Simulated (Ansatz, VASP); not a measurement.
# Two plane-wave programs on Te2I3

File INCAR:

```
PREC = Accurate
ENCUT = 520
EDIFF = 1E-7
ISMEAR = 0
SIGMA = 0.1
LREAL = False
LASPH = True
NELM = 60
ALGO = Normal
ISIF = 2
LWAVE = False
LCHARG = True
GGA = PE
LELF = True
LVHAR = True
NBANDS = 24
```

File KPOINTS:

```
Automatic mesh
0
Gamma
  4 4 4
```

POSCAR

```
Te2I3
1.0
    5.9302283200      0.0000000000      0.0000000000
    0.0000000000      5.9302283200      0.0000000000
    0.0000000000      0.0000000000      5.9302283200
Te I
2 3
Direct
    0.5000000000      0.5000000000      0.5000000000
    0.0000000000      0.0000000000      0.0000000000
    0.5000000000      0.0000000000      0.0000000000
    0.0000000000      0.5000000000      0.0000000000
    0.0000000000      0.0000000000      0.5000000000
```

Input for Ansatz:

```yaml
crystal:
  lattice:
    - [5.93022832, 0.0, 0.0]
    - [0.0, 5.93022832, 0.0]
    - [0.0, 0.0, 5.93022832]
  atoms:
    - { symbol: Te, position: [0.5, 0.5, 0.5] }
    - { symbol: Te, position: [0.0, 0.0, 0.0] }
    - { symbol: I, position: [0.5, 0.0, 0.0] }
    - { symbol: I, position: [0.0, 0.5, 0.0] }
    - { symbol: I, position: [0.0, 0.0, 0.5] }
basis:
  ecutwfc: 420
kpoints:
  mp_grid: { grid: [4, 4, 4] }
hamiltonian:
  xc: pbe
scf:
  occupations: { method: gaussian, width: 0.1 }
  lower_state_search: "off"
output:
  forces: true
  stress: true
  eigenvalues: true
```

Alike in both runs: task single point; functional PBE; k mesh 4 × 4 × 4; occupations gaussian, width 0.1 eV; no spin polarisation.

|  | VASP | Ansatz |
| --- | --- | --- |
| version | VASP 6.6.1 | Ansatz 0.2.0 |
| potentials or method | VASP PAW PBE potentials, release 64 (Te, I) | scalar-relativistic, plane waves, PAW |
| plane-wave cutoff (eV) | 520 | 420 |
| valence electrons in the cell | 33 | 83 |

```csv
,VASP,Ansatz,Ansatz less VASP
gap on the k mesh at the Fermi level (eV),none,none,-
pressure (GPa),0.8,0.8,+0.03
```

A gap of «none» marks a metal or a gap that the smearing closes. The two sets of potentials don't hold the same shells in valence.

Caveats: an odd number of electrons without spin polarisation forces a metal; a magnetic or distorted state may lie lower. The runs have no spin-orbit coupling, so splittings on I, Te are missing.
